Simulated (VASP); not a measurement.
Al, 1 atom in the cell. It takes space group Fm-3m (No. 225, cubic). The conventional cell has a = 4.040 Å, b = 4.040 Å, c = 4.040 Å, α = 90.00°, β = 90.00°, γ = 90.00°. Al (site symmetry m-3m) is surrounded by 12 Al at 2.86 Å. The cell was built by a generator and needn't be a form met in nature.

- Program: VASP 6.6.1
- Task: optical spectrum
- Functional: PBE
- Potentials or basis: VASP PAW PBE potentials, release 64 (Al)
- Cutoff: 520 eV
- k mesh: 16 × 16 × 16
- Occupations: methfessel-paxton, width 0.1 eV
- Spin: no spin polarisation
- Further INCAR settings: ALGO = Normal; EDIFF = 1e-07

Potentials or basis: VASP PAW PBE potentials, release 64 (Al).

Command:

```console
$ cat potpaw_PBE.64/Al/POTCAR > POTCAR
$ mpirun -np 1 vasp_std > vasp.out
```

Hardware: 1 thread of Intel(R) Xeon(R) 6975P-C (Granite Rapids) (shared host).

Question: How long does it take, and how much memory?

Answer: It took 4.3 s on 1 thread of Intel(R) Xeon(R) 6975P-C (Granite Rapids) (shared host), peak memory 0.15 GiB. Counts: scf iterations 11, k points 145.
